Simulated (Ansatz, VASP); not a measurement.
One calculation of V2I, two programs

```
CELL_PARAMETERS angstrom
4.20445 0.00000 0.00000
-2.10223 3.64116 0.00000
0.00000 0.00000 3.41972
ATOMIC_POSITIONS crystal
V 0.33333 0.66667 0.50000
V 0.66667 0.33333 0.50000
I 0.00000 0.00000 0.00000
```

Alike in both runs: functional r2SCAN; k mesh 6 × 6 × 6; occupations gaussian, width 0.1 eV; no spin polarisation.

Ansatz relaxed the structure, and its values are those at the end. VASP's run is a single point on that final structure, the one shown.

```csv
,VASP,Ansatz
version,VASP 6.6.1,Ansatz 0.2.0
potentials or method,"VASP PAW PBE potentials, release 64 (V_sv, I)","scalar-relativistic, plane waves, PAW"
plane-wave cutoff (eV),520,500
valence electrons in the cell,33,43
```

Ansatz gave:

| Item | Value |
| --- | --- |
| gap on the k mesh at the Fermi level (eV) | none |
| pressure (GPa) | -0.1 |

Problem. Which values does VASP return?

Solution. gap on the k mesh at the Fermi level (eV): none; pressure (GPa): 0.3.

A gap of «none» marks a metal or a gap that the smearing closes. The two sets of potentials don't hold the same shells in valence.

Caveats: the PAW data sets were made with another functional, which shifts forces and pressure a little (VASP); an odd number of electrons without spin polarisation forces a metal; a magnetic or distorted state may lie lower; the run has no spin polarisation, though such a crystal can be magnetic; semilocal functionals often make such compounds metallic where correlation or magnetic order opens a gap, which also shifts bond lengths. Spin-orbit coupling is left out, which matters for the levels of I.
